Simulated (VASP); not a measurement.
**Sn with r2SCAN: from relaxation to properties**

What structure and properties does r2SCAN give Sn, and how near are they to the measured ones? The steps: full relaxation (r2SCAN), second relaxation, density, ELF and potential (r2SCAN), band structure (r2SCAN), total and projected DOS (r2SCAN), vibrations at Γ (r2SCAN), volume scan with r2SCAN and fit for r2SCAN. The start is a cell from a database of measured crystal structures.

Program: VASP 6.6.1. Level of theory: r2SCAN; plane waves and PAW (Sn_d). Results are calculated unless marked as measured.

The experiments to compare with:

For Sn, beta-Sn, body-centred tetragonal (literature value for beta-tin), “Diffuse scattering in metallic tin polymorphs” (2013, arxiv:1310.3080) quotes earlier work: lattice constant c (along c, experimental column) 3.182 Å.

The database entry behind the starting cell differs from later determinations by our own check (about 0.15 % long, nanocrystals), so it need not match the best structure at ambient conditions.

## Step 1: The structure

Before any relaxation, the start is as follows. The structure is tetragonal, space group I4_1/amd (No. 141). Conventional cell: a = 5.839 Å, b = 5.839 Å, c = 3.188 Å, α = 90.00°, β = 90.00°, γ = 90.00°. Nearest to Sn lie 6 Sn at 3.03 to 3.19 Å.

## Step 2: Full relaxation (r2SCAN)

The start need not lie at this functional's minimum. ISIF = 3 frees volume, shape and positions, and EDIFFG sets the threshold on forces and stress at which the search stops. r2SCAN adds the kinetic-energy density, costs more than a GGA and is run with LASPH.

The input, INCAR:

```
SYSTEM = Sn
PREC = Accurate
ENCUT = 400
EDIFF = 1E-06
NELM = 100
ISMEAR = 1
SIGMA = 0.2
LREAL = .FALSE.
ALGO = Normal
METAGGA = R2SCAN
LASPH = .TRUE.
NBANDS = 20
LORBIT = 11
LWAVE = .FALSE.
LCHARG = .FALSE.
KPAR = 2
IBRION = 2
NSW = 60
ISIF = 3
EDIFFG = -0.01
```

The input, POSCAR:

```
Sn
1.0
   -2.9196440750      2.9196440750      1.5938000000
    2.9196440750     -2.9196440750      1.5938000000
    2.9196440750      2.9196440750     -1.5938000000
Sn
2
Direct
    0.0000000000      0.0000000000      0.0000000000
    0.7500000000      0.2500000000      0.5000000000
```

The input, KPOINTS:

```
Automatic mesh
0
Gamma
8 8 8
0 0 0
```

Potentials, in the order of the species: Sn_d (PBE family, release 64).

Started as:

```
$ mpirun -np 2 vasp_std
```

The log of the run:

```text
[banner, memory and clock lines left out]
running    2 mpi-ranks, on    1 nodes
 distrk:  each k-point on    1 cores,    2 groups
 distr:  one band on    1 cores,    1 groups

 POSCAR found type information on POSCAR Sn
 POSCAR found :  1 types and       2 ions
|                                                                             |
|               ----> ADVICE to this user running VASP <----                  |
|                                                                             |
|     You enforced a specific xc type in the INCAR file but a different       |
|     [... a line on the potential file left out ...]
|     I HOPE YOU KNOW WHAT YOU ARE DOING!                                     |
|                                                                             |

 LDA part: xc-table for (None), standard interpolation
 POSCAR, INCAR and KPOINTS ok, starting setup
 FFT: planning ... GRIDC
 FFT: planning ... GRID_SOFT
 FFT: planning ... GRID
 WAVECAR not read
 entering main loop
       N       E                     dE             d eps       ncg     rms          rms(c)
DAV:   1     0.158157548042E+03    0.15816E+03   -0.13069E+04  2396   0.193E+03
DAV:   2    -0.331472946973E+02   -0.19130E+03   -0.18783E+03  2384   0.412E+02
DAV:   3    -0.527613265128E+02   -0.19614E+02   -0.19475E+02  2700   0.133E+02
DAV:   4    -0.533652552392E+02   -0.60393E+00   -0.60344E+00  2660   0.262E+01
DAV:   5    -0.533916243298E+02   -0.26369E-01   -0.26368E-01  3376   0.491E+00    0.389E+00
DAV:   6    -0.492086965931E+02    0.41829E+01   -0.11465E+00  2704   0.175E+01    0.192E+00
DAV:   7    -0.492181474100E+02   -0.94508E-02   -0.18815E-02  2796   0.151E+00    0.956E-01
DAV:   8    -0.492235755068E+02   -0.54281E-02   -0.86758E-03  2976   0.778E-01    0.718E-02
DAV:   9    -0.492234710934E+02    0.10441E-03   -0.14663E-03  3192   0.624E-01    0.459E-02
DAV:  10    -0.492234829575E+02   -0.11864E-04   -0.52168E-05  2992   0.848E-02    0.196E-02
DAV:  11    -0.492234794941E+02    0.34634E-05   -0.65417E-05  3184   0.120E-01    0.360E-03
DAV:  12    -0.492234802827E+02   -0.78866E-06   -0.15239E-06  2212   0.131E-02
   1 F= -.49223480E+02 E0= -.49223497E+02  d E =-.492235E+02
 curvature:   0.00 expect dE= 0.000E+00 dE for cont linesearch  0.000E+00
 trial: gam= 0.00000 g(F)=  0.134E-45 g(S)=  0.113E-01 ort = 0.000E+00 (trialstep = 0.100E+01)
 search vector abs. value=  0.113E-01
 bond charge predicted
       N       E                     dE             d eps       ncg     rms          rms(c)
DAV:   1    -0.493501914124E+02   -0.12671E+00   -0.29143E+00  2868   0.241E+01    0.185E+00
DAV:   2    -0.492617413659E+02    0.88450E-01   -0.19402E-01  2940   0.663E+00    0.942E-01
DAV:   3    -0.492321851305E+02    0.29556E-01   -0.74505E-02  3164   0.427E+00    0.181E-01
DAV:   4    -0.492313527716E+02    0.83236E-03   -0.68711E-03  2808   0.999E-01    0.542E-02
DAV:   5    -0.492313398205E+02    0.12951E-04   -0.30052E-04  2956   0.185E-01    0.373E-02
DAV:   6    -0.492313470640E+02   -0.72436E-05   -0.49172E-05  3112   0.782E-02    0.651E-03
DAV:   7    -0.492313422792E+02    0.47849E-05   -0.76705E-06  3012   0.380E-02    0.253E-03
DAV:   8    -0.492313435026E+02   -0.12234E-05   -0.55609E-07  1492   0.114E-02    0.461E-04
DAV:   9    -0.492313432848E+02    0.21782E-06   -0.95524E-08  1360   0.442E-03
   2 F= -.49231343E+02 E0= -.49231983E+02  d E =-.786300E-02
[...]
3 F= -.49232015E+02 E0= -.49232784E+02  d E =-.853508E-02
[...]
4 F= -.49233496E+02 E0= -.49234151E+02  d E =-.148030E-02
[...]
5 F= -.49233521E+02 E0= -.49234198E+02  d E =-.150536E-02
[...]
6 F= -.49233521E+02 E0= -.49234196E+02  d E =-.150564E-02
[...]
7 F= -.49233517E+02 E0= -.49234185E+02  d E =-.150203E-02
[...]
8 F= -.49233521E+02 E0= -.49234192E+02  d E =-.150528E-02
 curvature:  -0.02 expect dE=-0.701E-06 dE for cont linesearch -0.634E-07
 ZBRENT: accuracy reached
 trial: gam= 0.00000 g(F)=  0.156E-45 g(S)=  0.374E-04 ort =-0.118E-03 (trialstep = 0.104E+01)
 search vector abs. value=  0.374E-04
 bond charge predicted
       N       E                     dE             d eps       ncg     rms          rms(c)
DAV:   1    -0.492343701292E+02   -0.84851E-03   -0.17935E-02  2780   0.221E+00    0.157E-01
DAV:   2    -0.492337115685E+02    0.65856E-03   -0.10602E-03  2980   0.532E-01    0.722E-02
DAV:   3    -0.492335445955E+02    0.16697E-03   -0.47477E-04  3232   0.341E-01    0.106E-02
DAV:   4    -0.492335313577E+02    0.13238E-04   -0.17481E-05  2616   0.483E-02    0.284E-03
DAV:   5    -0.492335290601E+02    0.22977E-05   -0.65618E-07  1424   0.901E-03    0.166E-03
DAV:   6    -0.492335276180E+02    0.14421E-05   -0.70238E-07  1604   0.710E-03    0.251E-04
DAV:   7    -0.492335277697E+02   -0.15166E-06   -0.83718E-08  1228   0.319E-03
   9 F= -.49233528E+02 E0= -.49234228E+02  d E =-.712574E-05
 trial-energy change:   -0.000007  1 .order   -0.000009   -0.000039    0.000021
 step:   0.6796(harm=  0.6796)  dis= 0.00000  next Energy=   -49.233533 (dE=-0.127E-04)
 reached required accuracy - stopping structural energy minimisation
```

It took 4.8 min on 2 MPI ranks of Intel Xeon 6975P-C (Granite Rapids), shared host; peak memory 0.36 GiB; 9.2 min of CPU time.

Lines that name or quote the potential files are left out of all logs, and their timing lines are given in words.

From OUTCAR (step 2):

```text
ion  position               nearest neighbor table
   1  0.000  0.000  0.000-   2 3.03   2 3.03   2 3.03   2 3.03
   2  0.750  0.250  0.500-   1 3.03   1 3.03   1 3.03   1 3.03

  LATTYP: Found a body centered tetragonal cell.
 ALAT       =     5.8392881500
 C/A-ratio  =     0.5458884573

 Subroutine GETGRP returns: Found 16 space group operations
 (whereof  8 operations were pure point group operations)

The static configuration has the point symmetry D_2d.
 The point group associated with its full space group is D_4h.

 Found     59 irreducible k-points:

   k-points           NKPTS =     59   k-points in BZ     NKDIM =     59   number of bands    NBANDS=     20

   dimension x,y,z NGX =    30 NGY =   30 NGZ =   30
   dimension x,y,z NGXF=    60 NGYF=   60 NGZF=   60

   ENCUT  =  400.0 eV  29.40 Ry    5.42 a.u.   7.22  7.22  7.22*2*pi/ulx,y,z

   NELECT =      28.0000    total number of electrons

 k-points in reciprocal lattice and weights: Automatic mesh
   0.00000000  0.00000000  0.00000000       0.002
   0.12500000  0.00000000  0.00000000       0.016
   0.25000000  0.00000000  0.00000000       0.016
   0.37500000  0.00000000 -0.00000000       0.016
   0.50000000  0.00000000  0.00000000       0.008
   0.12500000  0.12500000  0.00000000       0.016
   0.25000000  0.12500000 -0.00000000       0.031
   0.37500000  0.12500000  0.00000000       0.031
   0.50000000  0.12500000 -0.00000000       0.031
[...]
-0.37500000 -0.37500000  0.37500000       0.004
   0.50000000  0.50000000  0.50000000       0.002

 average (electrostatic) potential at core
       1-104.8250       2-104.8250

 E-fermi :   7.6528

 k-point     1 :       0.0000    0.0000    0.0000
  band No.  band energies     occupation
    ...
     10     -14.1217      2.00000
     11      -3.8375      2.00000
     12       4.3411      2.00000
     13       5.7052      2.00000
     14       5.7053      2.00000
     15      11.1915     -0.00000
     16      14.2764      0.00000
     17      14.3443      0.00000
     18      14.4101      0.00000
     19      14.4102      0.00000
    ...

 k-point     2 :       0.1250    0.0000    0.0000
  band No.  band energies     occupation
    ...
     10     -14.1322      2.00000
     11      -3.5266      2.00000
     12       3.8611      2.00000
     13       5.7180      2.00000
     14       6.7504      2.00000
     15      11.7058      0.00000
     16      11.8729      0.00000
     17      12.3360      0.00000
     18      13.6636      0.00000
     19      14.1023      0.00000
    ...

 k-point     3 :       0.2500    0.0000    0.0000
  band No.  band energies     occupation
    ...
      9     -14.2558      2.00000
     10     -14.1569      2.00000
     11      -2.5980      2.00000
     12       3.4954      2.00000
     13       5.8357      2.00000
     14       8.0838     -0.00938
     15       8.7902     -0.00000
     16       9.8107     -0.00000
     17      12.2567      0.00000
     18      12.3729      0.00000
    ...

  Total       -0.0168703     -0.0168703     -0.0053546      0.0000000      0.0000000      0.0000000
  in kB       -0.4890167     -0.4890167     -0.1552113      0.0000000      0.0000000      0.0000000
  external PRESSURE =      -0.3777482 kB  Pullay stress =       0.0000000 kB

  energy-cutoff  :      400.00
  volume of cell :       55.27
      direct lattice vectors                 reciprocal lattice vectors
    -2.905074185  2.905074185  1.637328766     0.000000000  0.172112644  0.305375445
     2.905074185 -2.905074185  1.637328766     0.172112644  0.000000000  0.305375445
     2.905074185  2.905074185 -1.637328766     0.172112644  0.172112644  0.000000000

 POSITION                                       TOTAL-FORCE (eV/Angst)
 -----------------------------------------------------------------------------------
      2.90507     -2.90507      1.63733        -0.000000      0.000000      0.000000
      0.00000      2.90507      0.81866         0.000000     -0.000000     -0.000000
 -----------------------------------------------------------------------------------
    total drift:                                0.000000     -0.000000      0.000000

  FREE ENERGIE OF THE ION-ELECTRON SYSTEM (eV)
  ---------------------------------------------------
  free  energy   TOTEN  =       -49.2335277697 eV

  energy  without entropy=      -49.2356293368  energy(sigma->0) =      -49.23422829

 reached required accuracy - stopping structural energy minimisation

 total charge
# of ion       s       p       d       tot
------------------------------------------
    1        1.198   1.067   9.969  12.233
    2        1.198   1.067   9.969  12.233
--------------------------------------------------
tot          2.395   2.133  19.938  24.466

[... 3 further parts left out ...]
```

CONTCAR:

```
Sn
   1.00000000000000
    -2.9050741854993198    2.9050741854993198    1.6373287657727924
     2.9050741854993198   -2.9050741854993198    1.6373287657727924
     2.9050741854993198    2.9050741854993198   -1.6373287657727924
  Sn
     2
Direct
     0.0000000000000000    1.0000000000000000    0.0000000000000000
     0.7500000000000000    0.2500000000000000    0.5000000000000000
```

The k-mesh is coarse for a metal. The PAW data sets were made with PBE, which is usual practice but a small mismatch for other functionals. The run keeps the 16 symmetry operations of its start, so it cannot find a distortion of lower symmetry.

Step by step:

```csv
step,energy less that of the first step (eV),largest force (eV/Å),pressure (GPa),volume (Å³)
1,0.0000,0.0000,0.70,54.34
2,-0.0079,0.0000,-0.11,55.28
3,-0.0085,0.0000,-0.45,55.57
4,-0.0100,0.0000,0.12,55.14
5,-0.0100,0.0000,0.04,55.19
6,-0.0100,0.0000,0.04,55.19
7,-0.0100,0.0000,0.07,55.17
8,-0.0100,0.0000,0.07,55.18
9,-0.0100,0.0000,-0.04,55.27
```

```csv
"conventional cell, symmetrised",before,after,change
a (Å),5.839,5.810,-0.5 %
b (Å),5.839,5.810,-0.5 %
c (Å),3.188,3.275,+2.7 %
volume (Å³/atom),27.17,27.64,+1.7 %
```

The relaxed structure:

```cif
data_structure
_symmetry_space_group_name_H-M 'P 1'
_symmetry_Int_Tables_number 1
_cell_length_a 4.4226
_cell_length_b 4.4226
_cell_length_c 4.4226
_cell_angle_alpha 97.878
_cell_angle_beta 97.878
_cell_angle_gamma 136.542
_cell_volume 55.27
loop_
_atom_site_label
_atom_site_type_symbol
_atom_site_fract_x
_atom_site_fract_y
_atom_site_fract_z
_atom_site_occupancy
Sn1 Sn 0.00000 0.00000 0.00000 1
Sn2 Sn 0.75000 0.25000 0.50000 1
```

This step gave:

```
electrons                       : 28
bands                           : 20
irreducible k-points            : 59
symmetry operations             : 16
free energy (TOTEN)             : -49.23 eV
energy at zero smearing         : -49.23 eV
Fermi energy                    : 7.653 eV
pressure                        : -0.03777 GPa
metallic                        : yes
SCF cycles over all ionic steps : 60
```

It ends with forces that vanish by symmetry and a pressure of -0.04 GPa. The volume lies +1.7 % from that of the database's start.

## Step 3: Second relaxation

The basis stayed that of the start cell while the cell moved. A rerun from the cell reached resets it; the error of the finite cutoff stays.

INCAR is that of step 2.

The input, POSCAR:

```
Sn
1.0
   -2.9050741855      2.9050741855      1.6373287658
    2.9050741855     -2.9050741855      1.6373287658
    2.9050741855      2.9050741855     -1.6373287658
Sn
2
Direct
    0.0000000000      0.0000000000      0.0000000000
    0.7500000000      0.2500000000      0.5000000000
```

KPOINTS is that of step 2.

Started as:

```
$ mpirun -np 2 vasp_std
```

The log of the run:

```text
[banner, memory and clock lines left out]
running    2 mpi-ranks, on    1 nodes
 distrk:  each k-point on    1 cores,    2 groups
 distr:  one band on    1 cores,    1 groups

 POSCAR found type information on POSCAR Sn
 POSCAR found :  1 types and       2 ions
 [... a notice as in an earlier step ...]

 LDA part: xc-table for (None), standard interpolation
 POSCAR, INCAR and KPOINTS ok, starting setup
 FFT: planning ... GRIDC
 FFT: planning ... GRID_SOFT
 FFT: planning ... GRID
 WAVECAR not read
 entering main loop
       N       E                     dE             d eps       ncg     rms          rms(c)
DAV:   1     0.160929686022E+03    0.16093E+03   -0.13039E+04  2396   0.192E+03
DAV:   2    -0.326400742815E+02   -0.19357E+03   -0.19009E+03  2372   0.420E+02
DAV:   3    -0.527694582259E+02   -0.20129E+02   -0.19949E+02  2684   0.134E+02
DAV:   4    -0.533823799170E+02   -0.61292E+00   -0.61234E+00  2704   0.262E+01
DAV:   5    -0.534092276975E+02   -0.26848E-01   -0.26847E-01  3348   0.495E+00    0.383E+00
DAV:   6    -0.492198667110E+02    0.41894E+01   -0.11529E+00  2736   0.175E+01    0.190E+00
DAV:   7    -0.492288731686E+02   -0.90065E-02   -0.19218E-02  2776   0.153E+00    0.948E-01
DAV:   8    -0.492344633053E+02   -0.55901E-02   -0.94265E-03  2980   0.818E-01    0.738E-02
DAV:   9    -0.492343672067E+02    0.96099E-04   -0.16143E-03  3160   0.647E-01    0.440E-02
DAV:  10    -0.492343793661E+02   -0.12159E-04   -0.58543E-05  2980   0.884E-02    0.189E-02
DAV:  11    -0.492343755436E+02    0.38225E-05   -0.62093E-05  3196   0.116E-01    0.296E-03
DAV:  12    -0.492343766916E+02   -0.11480E-05   -0.20327E-06  2256   0.163E-02    0.403E-03
DAV:  13    -0.492343743685E+02    0.23231E-05   -0.26115E-06  1756   0.259E-02    0.694E-04
DAV:  14    -0.492343743458E+02    0.22712E-07   -0.23173E-07  1444   0.434E-03
   1 F= -.49234374E+02 E0= -.49235075E+02  d E =-.492344E+02
 curvature:   0.00 expect dE= 0.000E+00 dE for cont linesearch  0.000E+00
 trial: gam= 0.00000 g(F)=  0.536E-46 g(S)=  0.203E-04 ort = 0.000E+00 (trialstep = 0.100E+01)
 search vector abs. value=  0.203E-04
 bond charge predicted
       N       E                     dE             d eps       ncg     rms          rms(c)
DAV:   1    -0.492345153170E+02   -0.14095E-03   -0.34687E-03  2852   0.569E-01    0.583E-02
DAV:   2    -0.492344285031E+02    0.86814E-04   -0.18146E-04  2884   0.215E-01    0.345E-02
DAV:   3    -0.492343881865E+02    0.40317E-04   -0.91677E-05  3148   0.150E-01    0.535E-03
DAV:   4    -0.492343869586E+02    0.12279E-05   -0.14927E-05  2652   0.475E-02    0.218E-03
DAV:   5    -0.492343866031E+02    0.35553E-06   -0.23210E-07  1372   0.770E-03
   2 F= -.49234387E+02 E0= -.49235090E+02  d E =-.122573E-04
 trial-energy change:   -0.000012  1 .order   -0.000014   -0.000020   -0.000008
 step:   1.6061(harm=  1.6061)  dis= 0.00000  next Energy=   -49.234391 (dE=-0.163E-04)
 reached required accuracy - stopping structural energy minimisation
```

Run time: 85 s. Hardware: 2 MPI ranks; peak memory 0.36 GiB.

OUTCAR, selected parts (step 3):

```text
  LATTYP: Found a body centered tetragonal cell.
 ALAT       =     5.8101483710
 C/A-ratio  =     0.5636099670

 Found     59 irreducible k-points:

   ENCUT  =  400.0 eV  29.40 Ry    5.42 a.u.   7.21  7.21  7.21*2*pi/ulx,y,z

   NELECT =      28.0000    total number of electrons

 E-fermi :   7.6478

 k-point     1 :       0.0000    0.0000    0.0000
  band No.  band energies     occupation
    ...
     10     -14.1256      2.00000
     11      -3.8391      2.00000
     12       4.3449      2.00000
     13       5.7053      2.00000
     14       5.7054      2.00000
     15      11.1912     -0.00000
     16      14.2584      0.00000
     17      14.3259      0.00000
     18      14.4102      0.00000
     19      14.4103      0.00000
    ...

 k-point     2 :       0.1250    0.0000    0.0000
  band No.  band energies     occupation
    ...
     10     -14.1362      2.00000
     11      -3.5285      2.00000
     12       3.8631      2.00000
     13       5.7173      2.00000
     14       6.7512      2.00000
     15      11.7053      0.00000
     16      11.8593      0.00000
     17      12.3223      0.00000
     18      13.6617      0.00000
     19      14.0971      0.00000
    ...

  Total       -0.0101670     -0.0101670      0.0063198      0.0000000      0.0000000      0.0000000
  in kB       -0.2946171     -0.2946171      0.1831341      0.0000000      0.0000000      0.0000000
  external PRESSURE =      -0.1353667 kB  Pullay stress =       0.0000000 kB

  energy-cutoff  :      400.00
  volume of cell :       55.29
      direct lattice vectors                 reciprocal lattice vectors
    -2.904572057  2.904572057  1.638402022     0.000000000  0.172142398  0.305175405
     2.904572057 -2.904572057  1.638402022     0.172142398  0.000000000  0.305175405
     2.904572057  2.904572057 -1.638402022     0.172142398  0.172142398  0.000000000

 POSITION                                       TOTAL-FORCE (eV/Angst)
 -----------------------------------------------------------------------------------
      0.00000      0.00000      0.00000        -0.000000      0.000000      0.000000
     -0.00000      2.90457      0.81920         0.000000     -0.000000     -0.000000
 -----------------------------------------------------------------------------------
    total drift:                                0.000000      0.000000      0.000000

  FREE ENERGIE OF THE ION-ELECTRON SYSTEM (eV)
  ---------------------------------------------------
  free  energy   TOTEN  =       -49.2343866031 eV

  energy  without entropy=      -49.2364963326  energy(sigma->0) =      -49.23508985

 total charge
# of ion       s       p       d       tot
------------------------------------------
    1        1.198   1.066   9.969  12.233
    2        1.198   1.066   9.969  12.233
--------------------------------------------------
tot          2.395   2.133  19.938  24.466

[... 5 parts as in an earlier step ...]

[... 7 further parts left out ...]
```

CONTCAR:

```
Sn
   1.00000000000000
    -2.9045720571323779    2.9045720571323779    1.6384020222133442
     2.9045720571323779   -2.9045720571323779    1.6384020222133442
     2.9045720571323779    2.9045720571323779   -1.6384020222133442
  Sn
     2
Direct
     0.0000000000000000    0.0000000000000000    0.0000000000000000
     0.7500000000000000    0.2500000000000000    0.5000000000000000
```

Little changed from the start: no atom moved by 0.005 Å and no cell edge by 0.1 %.

This step gave:

| Quantity | Value |
| --- | --- |
| energy at zero smearing | -49.24 eV |
| Fermi energy | 7.648 eV |
| pressure | -0.01354 GPa |
| SCF cycles over all ionic steps | 19 |

It ends with forces that vanish by symmetry and a pressure of -0.01 GPa. The volume moved by only 0.03 %, so the volume is settled.

[end of part 1 of 4]

[Lines on the potential files, build, host, timing and source positions are cut from VASP's logs without a mark.]

[Logs are printed without paths, hosts, clocks, repeated set-up lines and the standing remarks that a program may print on its own settings, such as how far it seeks lower states.]

[Hosts, paths, dates, database ids (printed as entryN), source tags and the programs' standing remarks are cut or masked in the printed files.]

[A measured line is paired with the nearest computed mode of its activity, which favours agreement.]
